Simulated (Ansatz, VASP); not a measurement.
# Cross-check of WSe2 between VASP and Ansatz

Aim: how closely do two programs agree when they are given the same cell, functional and k mesh? The structure shown is the end of the Ansatz relaxation below.

Method: plane waves, with VASP 6.6.1 beside it; single point at PBE with D3(BJ), in Ansatz 0.2.0.

### 1. Set-up

Symmetry: P6_3/mmc, No. 194, hexagonal system. Conventional cell: a = 3.279 Å, b = 3.279 Å, c = 12.785 Å, α = 90.00°, β = 90.00°, γ = 120.00°. W has 6 Se at 2.53 Å nearest. Se has 3 W at 2.53 Å nearest. Farther neighbours and most contacts between anions are not listed.

### 2. Ansatz: relaxation, PBE with D3(BJ)

Ansatz runs on its PAW soft_1 files.

This run makes the geometry at which the two programs are then compared.

File input.yaml:

```yaml
crystal:
  lattice:
    - [3.278977, 0.0, 0.0]
    - [-1.6394885, 2.8396773804, 0.0]
    - [0.0, 0.0, 12.785052]
  atoms:
    - { symbol: W, position: [0.3333333, 0.6666667, 0.25] }
    - { symbol: W, position: [0.6666667, 0.3333333, 0.75] }
    - { symbol: Se, position: [0.3333333, 0.6666667, 0.6182684] }
    - { symbol: Se, position: [0.6666667, 0.3333333, 0.1182684] }
    - { symbol: Se, position: [0.3333333, 0.6666667, 0.8817316] }
    - { symbol: Se, position: [0.6666667, 0.3333333, 0.3817316] }
kpoints:
  mp_grid: { grid: [10, 10, 3] }
scf:
  occupations: { method: fermi_dirac, width: 0.02 }
hamiltonian:
  xc: pbe
  pseudopotentials: { kind: paw, azcp: { folder: soft_1 } }
  dispersion: d3bj
basis:
  ecutwfc: 600
output:
  forces: true
  stress: true
relax:
  f_tol: 0.005
  max_steps: 70
  cell: { stress_tol: 0.02, p_target: 0, fix: [c, alpha, beta, gamma] }
```

Started as:

```console
> ansatz run input.yaml --threads 4 --pin off --max-ram 10240MiB --backend cpu --events-out ev --progress --plain --runs-dir out
```

Numbers of over 12 decimals in the logs are rounded to 6 here.

Log:

```text
Warning: crystal.symmetry: narrowed to the stabiliser of the fixed cell quantities (relax.cell.fix) — unitary ops 24 → 8. The narrowing is safe, since a smaller group never makes results wrong: the run goes on under it, on as many k-points as the starting group would need, or more. Excluded: 16 operations that would move a fixed cell quantity at a test strain (relax.cell.fix fixes c, alpha, beta, gamma). The cell can leave their symmetry as it relaxes.
Engine: ansatz 0.2.0, aarch64-unknown-linux-gnu
Pseudopotentials: kind: paw
Pseudopotential: W, paw, valence charge 14, recommended cutoff 420 eV (normal), soft_1/W.paw.azcp
Pseudopotential: Se, paw, valence charge 16, recommended cutoff 420 eV (normal), soft_1/Se.paw.azcp
Functional definition: PBE
  parameter kappa = 0.804
  parameter beta = 0.066725
  exchange = pbe_x(kappa = kappa, mu = beta*pi^2/3)
  correlation = pbe_c(beta = beta)
Crystal: 6 atoms, lattice volume = 119.045 Å³
Basis set: ecut = 600 eV, 4047 PW (Γ), exchange–correlation on 54×54×216 points (8 copies of the dense FFT grid, shifted against one another)
Bands: 56, of which v1, the nominal top of the filled ones, is band 46 counted from 1 (45 counted from 0)
Symmetry: 8 space group operations
k-points: 62 of 300
Non-local potential: W, projectors of the file, l = 0: 3, l = 1: 2, l = 2: 2, l = 3: 1
Non-local potential: Se, projectors of the file, l = 0: 2, l = 1: 2, l = 2: 3, l = 3: 1
PAW form: soft (Blöchl's): semilocal exchange-correlation on the pseudo side does not see the compensation charge
PAW one-centre angular grid: W, 590 points (default); XC on 64 Gauss nodes
PAW one-centre angular grid: Se, 590 points (default); XC on 64 Gauss nodes
Initial density: superposition of atomic densities (chi_scale 0.1, normalization cell, long waves kept (reshape's long-wave potential 0.03 eV rms))
Initial wavefunctions: pseudopotential atomic-orbital guess
Functional: x = pbe(κ = 0.804, μ = 0.219515), c = pbe(β = 0.066725)
SCF iter   1: F=—  HF=-42655.277204 eV  |F-HF|=—  |Δ(HF+E_count)|=         —  Δρ=3.65e-2  dr2=5.61e0  ethr=3.10e-3  ⟨swp⟩=6.4  Hψ=12358  notcnv=0
preconditioner: auto → Resta (q_TF=auto, 2.614 Å⁻¹)  ε∞=6.2  [insulator: Δε(μ)=0.921 eV  Ē_g=8.981 eV  σ=0.020 eV  W_gap=1.00  n_scr=40 (ndim 8)  ℏωp=20.4 eV  f_vac=0.014  D(μ)=0.00/eV (n_scr^D=0)  ε∞_Penn≈6.2]
SCF iter   2: F=—  HF=-42654.475734 eV  |F-HF|=—  |Δ(HF+E_count)|=   8.01e-1  Δρ=2.27e-2  dr2=8.22e-1  ethr=3.10e-3  ⟨swp⟩=2.7  Hψ=4834  notcnv=0  defer=148
SCF iter   3: F=—  HF=-42654.292788 eV  |F-HF|=—  |Δ(HF+E_count)|=   1.83e-1  Δρ=8.86e-3  dr2=2.57e-1  ethr=8.94e-4  ⟨swp⟩=2.1  Hψ=4680  notcnv=0  defer=148
SCF iter   4: F=—  HF=-42654.248666 eV  |F-HF|=—  |Δ(HF+E_count)|=   4.41e-2  Δρ=2.40e-3  dr2=8.89e-3  ethr=2.80e-4  ⟨swp⟩=2.5  Hψ=4708  notcnv=0  defer=148
SCF iter   5: F=—  HF=-42654.249932 eV  |F-HF|=—  |Δ(HF+E_count)|=   1.27e-3  Δρ=1.02e-3  dr2=1.92e-3  ethr=9.67e-6  ⟨swp⟩=2.0  Hψ=6671  notcnv=0  defer=148
SCF iter   6: F=—  HF=-42654.250769 eV  |F-HF|=—  |Δ(HF+E_count)|=   8.37e-4  Δρ=3.97e-4  dr2=1.89e-4  ethr=2.09e-6  ⟨swp⟩=2.0  Hψ=6524  notcnv=0  defer=148
SCF iter   7: F=—  HF=-42654.251023 eV  |F-HF|=—  |Δ(HF+E_count)|=   2.54e-4  Δρ=9.08e-5  dr2=8.58e-6  ethr=2.06e-7  ⟨swp⟩=2.0  Hψ=4488  notcnv=0  defer=148
SCF iter   8: F=—  HF=-42654.251093 eV  |F-HF|=—  |Δ(HF+E_count)|=   6.98e-5  Δρ=3.11e-5  dr2=1.07e-6  ethr=9.32e-9  ⟨swp⟩=3.0  Hψ=6443  notcnv=0  defer=148
SCF iter   9: F=-42654.251096 eV  HF=-42654.251096 eV  |F-HF|=2.47e-8  |Δ(HF+E_count)|=   2.55e-6  Δρ=8.88e-6  dr2=6.09e-8  ethr=1.09e-10  ⟨swp⟩=3.0  Hψ=11655  notcnv=0
SCF 1 converged in 9 iterations: F = -42654.251096 eV  dr2 = 6.09e-8
  greatest PAW one-centre occupation: 1.000 electrons in one spin orbital (limit 2), on the Se atom at site 4 (counted from 0), in its partial waves of l = 2
relax step   1: F+E_penalty+E_count = -42654.25109565 eV  Δ(F+E_penalty+E_count) = +0.000e0 eV  max|allowed force component| = 4.945e-4 eV/Å  Δτ_max = 0.0000 Å  P = -0.004 GPa  Ω = 119.045 Å³  fix = [c, alpha, beta, gamma]  reactions: c -0.005 GPa; gamma +0.000 GPa/rad  (9 SCF iters, dr2 threshold 1.00e-7 eV, accepted)
Initial density: handed on by an earlier stage of this run
Initial wavefunctions: pseudopotential atomic-orbital guess (no wavefunctions were taken with the density)
iter 1 solved again at ethr=1.05e-7 eV; its pass at ethr=3.10e-3 eV (dr2=9.62e-5 eV) is discarded
SCF iter   1: F=—  HF=-42654.251034 eV  |F-HF|=—  |Δ(HF+E_count)|=         —  Δρ=8.81e-6  dr2=5.60e-8  ethr=1.05e-7  ⟨swp⟩=3.7  Hψ=21018  notcnv=0
preconditioner: auto → Resta (q_TF=auto, 2.614 Å⁻¹)  ε∞=6.1  [insulator: Δε(μ)=0.915 eV  Ē_g=9.011 eV  σ=0.020 eV  W_gap=1.00  n_scr=40 (ndim 8)  ℏωp=20.4 eV  f_vac=0.029  D(μ)=0.00/eV (n_scr^D=0)  ε∞_Penn≈6.1]
SCF iter   2: F=—  HF=-42654.251096 eV  |F-HF|=—  |Δ(HF+E_count)|=   6.20e-5  Δρ=5.42e-6  dr2=2.01e-8  ethr=6.09e-11  ⟨swp⟩=2.4  Hψ=6313  notcnv=0
SCF iter   3: F=—  HF=-42654.251096 eV  |F-HF|=—  |Δ(HF+E_count)|=   2.07e-8  Δρ=2.02e-6  dr2=7.95e-9  ethr=2.18e-11  ⟨swp⟩=2.0  Hψ=4580  notcnv=0
SCF iter   4: F=—  HF=-42654.251096 eV  |F-HF|=—  |Δ(HF+E_count)|=   2.45e-9  Δρ=7.02e-7  dr2=7.87e-10  ethr=8.65e-12  ⟨swp⟩=3.0  Hψ=6145  notcnv=0
SCF iter   5: F=—  HF=-42654.251096 eV  |F-HF|=—  |Δ(HF+E_count)|=  9.90e-10  Δρ=2.91e-7  dr2=1.22e-10  ethr=1.00e-12  ⟨swp⟩=2.0  Hψ=4556  notcnv=0
SCF iter   6: F=—  HF=-42654.251096 eV  |F-HF|=—  |Δ(HF+E_count)|=  2.69e-10  Δρ=1.28e-7  dr2=2.68e-11  ethr=1.00e-12  ⟨swp⟩=2.0  Hψ=4244  notcnv=0
SCF iter   7: F=-42654.251096 eV  HF=-42654.251096 eV  |F-HF|=7.28e-12  |Δ(HF+E_count)|=  7.28e-12  Δρ=3.86e-8  dr2=4.96e-12  ethr=1.00e-12  ⟨swp⟩=5.5  Hψ=13078  notcnv=0
SCF 2 converged in 7 iterations: F = -42654.251096 eV  dr2 = 4.96e-12
relax step   2: F+E_penalty+E_count = -42654.25109567 eV  Δ(F+E_penalty+E_count) = -2.570e-8 eV  max|allowed force component| = 5.442e-4 eV/Å  Δτ_max = 0.0000 Å  P = -0.004 GPa  Ω = 119.045 Å³  fix = [c, alpha, beta, gamma]  reactions: c -0.005 GPa; gamma +0.000 GPa/rad  stress off target by 3.61e-3 GPa on what of the cell is left free  SCF on the basis re-selected at this cell (its energy is not comparable with the rows above)  (7 SCF iters)
basis re-selected at this cell: Δ(F+E_penalty+E_count) = -2.570e-8 eV, ΔP = +0.000 GPa vs the last step (what re-selecting the basis moved, of the pressure what is left beyond the Pulay correction that the steps carried, after the strain that the cell walked since its last selection, with what the two solves' SCF thresholds leave and, on support functions, any second-order correction that the steps lacked; it is no m [...]
SCF converged after 7 iterations
Free energy (F): -42654.251096 eV
Harris-Foulkes:  -42654.251096 eV  (|F-HF|=7.28e-12)
Internal energy: -42654.251096 eV  (E = F + TS)
E sigma→0 (E₀):  -42654.251096 eV
Fermi energy:    13.406571 eV
--- Per-component energies (eV) ---
  E_band       = -1684.911729
  E_kinetic    = 1290.385368
  E_local      = -11861.054092  (includes V_loc(G=0)·N_el)
  E_nonlocal   = -1467.310607
  E_hartree    = 6128.319460
  E_xc         = -878.195957
  E_vxc        = -827.674604  (∫ρ·V_xc dr)
  E_paw        = -25675.270472  (= ΣΔE_a)
  E_vpaw       = -1075.896578  (= ΣTr[D̂ρ^β])
  E_aug_tail   = 0.000056  (compensation charges beyond the density's cutoff)
  E_ewald      = -10188.270311
  E_disp       = -2.854541  (pairwise vdW)
  E_smearing   = -0.000000  (= −TS)
  E_closure    = -0.000000  (closes the sum)
  Σ components = -42654.251096   (vs F -42654.251096, Δ=0.00e0)
--- Forces (eV/Å), atoms counted from 1 ---
  atom   1  W      0.00000000    -0.00000000     0.00000000
  atom   2  W     -0.00000000     0.00000000     0.00000000
  atom   3  Se    -0.00000000     0.00000000     0.00054417
  atom   4  Se     0.00000000    -0.00000000     0.00054417
  atom   5  Se    -0.00000000     0.00000000    -0.00054417
  atom   6  Se     0.00000000    -0.00000000    -0.00054417
  max |Σ_I F_I| component: 2.17e-19 eV/Å
--- Stress (GPa, compression-positive) ---
       -0.003611      -0.000000       0.000000
       -0.000000      -0.003611       0.000000
        0.000000       0.000000      -0.004848
  P = ⅓ Tr σ = -0.0040 GPa (-0.040 kbar)
--- Relaxed structure (1 steps of the walk, 1 accepted, 1 SCFs on fresh bases) ---
  F+E_penalty+E_count = -42654.25109567 eV   max|allowed force component| = 5.442e-4 eV/Å   (the final SCF, on the basis selected at the relaxed cell)
  cell:  # Å, volume = 119.0446 Å³
    - [3.278977, 0.0, 0.0]
    - [-1.639488, 2.839677, 0.0]
    - [0.0, 0.0, 12.785052]
  atoms:
    - { symbol: W, position: [0.333333, 0.666667, 0.250000] }
    - { symbol: W, position: [0.666667, 0.333333, 0.750000] }
    - { symbol: Se, position: [0.333333, 0.666667, 0.6182684] }
    - { symbol: Se, position: [0.666667, 0.333333, 0.118268] }
    - { symbol: Se, position: [0.333333, 0.666667, 0.881732] }
    - { symbol: Se, position: [0.666667, 0.333333, 0.381732] }
```

### 3. VASP: single point, PBE with D3(BJ), pair 1

The same cell, functional, mesh and smearing now go to VASP, with its own data sets.

Lines of VASP's logs that name or quote its potential files are left out, and so is its time.

File INCAR:

```
SYSTEM = WSe2
PREC = Accurate
ENCUT = 600
EDIFF = 1E-06
NELM = 120
ISMEAR = -1
SIGMA = 0.02
LREAL = .FALSE.
ALGO = Normal
GGA = PE
IVDW = 12
NBANDS = 24
LASPH = .TRUE.
LORBIT = 11
LWAVE = .FALSE.
LCHARG = .FALSE.
ISIF = 2
GGA_COMPAT = .FALSE.
EFERMI = MIDGAP
KPAR = 2
```

File POSCAR:

```
WSe2
1.0
    3.2789770000      0.0000000000      0.0000000000
   -1.6394885000      2.8396773804      0.0000000000
    0.0000000000      0.0000000000     12.7850520000
W Se
2 4
Direct
    0.3333333333      0.6666666667      0.2500000000
    0.6666666667      0.3333333333      0.7500000000
    0.3333333333      0.6666666667      0.6182684000
    0.6666666667      0.3333333333      0.1182684000
    0.3333333333      0.6666666667      0.8817316000
    0.6666666667      0.3333333333      0.3817316000
```

File KPOINTS:

```
Automatic mesh
0
Gamma
10 10 3
0 0 0
```

The projector-augmented-wave data sets are W and Se (PBE family, release 64).

Started as:

```console
> mpirun -np 2 vasp_std
```

Log:

```text
[banner, memory and clock lines left out]
running    2 mpi-ranks, on    1 nodes
 distrk:  each k-point on    1 cores,    2 groups
 distr:  one band on    1 cores,    1 groups

 POSCAR found type information on POSCAR W Se
 POSCAR found :  2 types and       6 ions
 LDA part: xc-table for (Slater+PW92), standard interpolation
 POSCAR, INCAR and KPOINTS ok, starting setup
 FFT: planning ... GRIDC
 FFT: planning ... GRID_SOFT
 FFT: planning ... GRID
 WAVECAR not read
 entering main loop
       N       E                     dE             d eps       ncg     rms          rms(c)
DAV:   1     0.206557779388E+03    0.20656E+03   -0.17117E+04  1344   0.147E+03
DAV:   2    -0.269755199595E+02   -0.23353E+03   -0.22412E+03  1808   0.291E+02
DAV:   3    -0.448236375194E+02   -0.17848E+02   -0.17696E+02  1760   0.735E+01
DAV:   4    -0.451955041384E+02   -0.37187E+00   -0.37075E+00  1808   0.116E+01
DAV:   5    -0.452034486720E+02   -0.79445E-02   -0.79388E-02  1832   0.150E+00    0.310E+01
DAV:   6    -0.436396127711E+02    0.15638E+01   -0.80336E+00  1984   0.137E+01    0.121E+01
DAV:   7    -0.433891205784E+02    0.25049E+00   -0.42448E+00  1840   0.106E+01    0.784E+00
DAV:   8    -0.431982727627E+02    0.19085E+00   -0.64025E-01  1880   0.486E+00    0.601E-01
DAV:   9    -0.431975602907E+02    0.71247E-03   -0.58925E-02  1808   0.131E+00    0.400E-01
DAV:  10    -0.431969186716E+02    0.64162E-03   -0.62035E-03  1776   0.448E-01    0.206E-01
DAV:  11    -0.431969280362E+02   -0.93646E-05   -0.73682E-04  1720   0.144E-01    0.145E-01
DAV:  12    -0.431969684200E+02   -0.40384E-04   -0.24974E-04  1872   0.896E-02    0.322E-02
DAV:  13    -0.431969723319E+02   -0.39119E-05   -0.15661E-05  1808   0.229E-02    0.749E-03
DAV:  14    -0.431969725870E+02   -0.25512E-06   -0.19784E-06  1352   0.786E-03
   1 F= -.46050743E+02 E0= -.46050743E+02  d E =-.259430E-11
```

OUTCAR, selected parts (step 3):

```text
ion  position               nearest neighbor table
   1  0.333  0.667  0.250-   4 2.53   6 2.53   4 2.53   6 2.53   4 2.53   6 2.53
   2  0.667  0.333  0.750-   3 2.53   5 2.53   3 2.53   5 2.53   3 2.53   5 2.53
   3  0.333  0.667  0.618-   2 2.53   2 2.53   2 2.53
   4  0.667  0.333  0.118-   1 2.53   1 2.53   1 2.53
   5  0.333  0.667  0.882-   2 2.53   2 2.53   2 2.53
   6  0.667  0.333  0.382-   1 2.53   1 2.53   1 2.53

  LATTYP: Found a hexagonal cell.
 ALAT       =     3.2789770000
 C/A-ratio  =     3.8990977979

 Subroutine GETGRP returns: Found 24 space group operations
 (whereof 12 operations were pure point group operations)

The static configuration has the point symmetry D_3d.
 The point group associated with its full space group is D_6h.

 Found     28 irreducible k-points:

   k-points           NKPTS =     28   k-points in BZ     NKDIM =     28   number of bands    NBANDS=     24

   dimension x,y,z NGX =    28 NGY =   28 NGZ =  108
   dimension x,y,z NGXF=    56 NGYF=   56 NGZF=  216

   ENCUT  =  600.0 eV  44.10 Ry    6.64 a.u.   6.55  6.55 25.53*2*pi/ulx,y,z

   NELECT =      36.0000    total number of electrons

 k-points in reciprocal lattice and weights: Automatic mesh
   0.00000000  0.00000000  0.00000000       0.003
   0.10000000 -0.00000000  0.00000000       0.020
   0.20000000 -0.00000000  0.00000000       0.020
   0.30000000 -0.00000000  0.00000000       0.020
   0.40000000  0.00000000  0.00000000       0.020
   0.50000000 -0.00000000  0.00000000       0.010
   0.10000000  0.10000000  0.00000000       0.020
   0.20000000  0.10000000  0.00000000       0.040
   0.30000000  0.10000000  0.00000000       0.040
[...]
0.40000000  0.20000000  0.33333333       0.040
   0.30000000  0.30000000  0.33333333       0.040

 average (electrostatic) potential at core
       1 -40.4918       2 -40.4918       3 -53.0521       4 -53.0521       5 -53.0521
       6 -53.0521

 E-fermi :   5.9948

 k-point     1 :       0.0000    0.0000    0.0000
  band No.  band energies     occupation
    ...
     14       4.0898      2.00000
     15       4.0898      2.00000
     16       4.3420      2.00000
     17       4.6090      2.00000
     18       5.5372      2.00000
     19       8.1820      0.00000
     20       8.1820      0.00000
     21       8.2317      0.00000
     22       8.2318      0.00000
     23       8.2498      0.00000
    ...

 k-point     2 :       0.1000   -0.0000    0.0000
  band No.  band energies     occupation
    ...
     14       3.8431      2.00000
     15       3.9759      2.00000
     16       4.3823      2.00000
     17       4.7544      2.00000
     18       5.2722      2.00000
     19       7.7883      0.00000
     20       7.9227      0.00000
     21       8.0157      0.00000
     22       8.0175      0.00000
     23       8.0265      0.00000
    ...

 k-point     3 :       0.2000   -0.0000    0.0000
  band No.  band energies     occupation
    ...
     14       3.4926      2.00000
     15       3.5146      2.00000
     16       4.3400      2.00000
     17       4.3411      2.00000
     18       4.5810      2.00000
     19       6.9580      0.00000
     20       7.6247      0.00000
     21       7.7182      0.00000
     22       7.8126      0.00000
     23       7.9551      0.00000
    ...

 Edisp (eV)   -2.85377

  Total      -0.29738    -0.29738    -0.29134     0.00000     0.00000     0.00000
  in kB      -4.00231    -4.00231    -3.92105     0.00000     0.00000     0.00000
  external pressure =       -3.98 kB  Pullay stress =        0.00 kB

  energy-cutoff  :      600.00
  volume of cell :      119.04
      direct lattice vectors                 reciprocal lattice vectors
     3.278977000  0.000000000  0.000000000     0.304973167  0.176076340  0.000000000
    -1.639488500  2.839677380  0.000000000     0.000000000  0.352152680  0.000000000
     0.000000000  0.000000000 12.785052000     0.000000000  0.000000000  0.078216342

 POSITION                                       TOTAL-FORCE (eV/Angst)
 -----------------------------------------------------------------------------------
     -0.00000      1.89312      3.19626         0.000000      0.000000      0.000000
      1.63949      0.94656      9.58879         0.000000      0.000000      0.000000
     -0.00000      1.89312      7.90459         0.000000     -0.000000      0.040057
      1.63949      0.94656      1.51207        -0.000000      0.000000      0.040057
     -0.00000      1.89312     11.27298         0.000000     -0.000000     -0.040057
      1.63949      0.94656      4.88046        -0.000000      0.000000     -0.040057
 -----------------------------------------------------------------------------------
    total drift:                               -0.000000      0.000000     -0.000000

  FREE ENERGIE OF THE ION-ELECTRON SYSTEM (eV)
  ---------------------------------------------------
  free  energy   TOTEN  =       -46.0507426425 eV

  energy  without entropy=      -46.0507426425  energy(sigma->0) =      -46.05074264

 total charge
# of ion       s       p       d       tot
------------------------------------------
    1        0.538   0.622   4.182   5.343
    2        0.538   0.622   4.182   5.343
    3        1.478   2.350   0.071   3.898
    4        1.478   2.350   0.071   3.898
    5        1.478   2.350   0.071   3.898
    6        1.478   2.350   0.071   3.898
--------------------------------------------------
tot          6.987  10.643   8.648  26.277

[... 3 further parts left out ...]
```

The run ends at a pressure of -0.40 GPa, with forces up to 0.040 eV/Å.

### 4. Differences

Known differences besides the potentials themselves: the data sets hold 92 valence electrons in Ansatz (on its PAW soft_1 files) and 36 in VASP; Ansatz's pressure holds a Pulay correction, VASP's none. Total energies have different zeros and are not compared.

The two programs side by side:

```
              quantity  Ansatz   VASP  difference
        pressure (GPa)    0.00  -0.40       +0.39
gap on the k mesh (eV)   0.915  0.915       0.000
```

At this near-relaxed geometry the largest component of a force difference is 40 meV/Å. A gap on the mesh is an upper bound, since the band edges may lie between its points; neither run holds spin-orbit coupling, which can move the band edges of a compound of W.

### 5. What the set-up changes

Further runs change the set-up of one program: Ansatz's method, potentials or start, or VASP's data sets, cutoff or form of LDA. The table gives Ansatz less VASP for each quantity, since a change that brings one quantity closer may part another.

```
                                                          run  r.m.s. force difference (meV/Å)  pressure (GPa)  gap on the k mesh (eV)
                                                     as above                               19            0.39                 -2.0e-5
VASP with the data sets W and Se_sv_GW and a cutoff of 620 eV                               31             2.0                 -0.0065
```

[end of part 1 of 2]

[Lines on the potential files, build, host, timing and source positions are cut from VASP's logs without a mark.]

[Logs are printed without paths, hosts, clocks, repeated set-up lines and the standing remarks that a program may print on its own settings, such as how far it seeks lower states.]

[Hosts, paths, dates, database ids (printed as entryN), source tags and the programs' standing remarks are cut or masked in the printed files.]
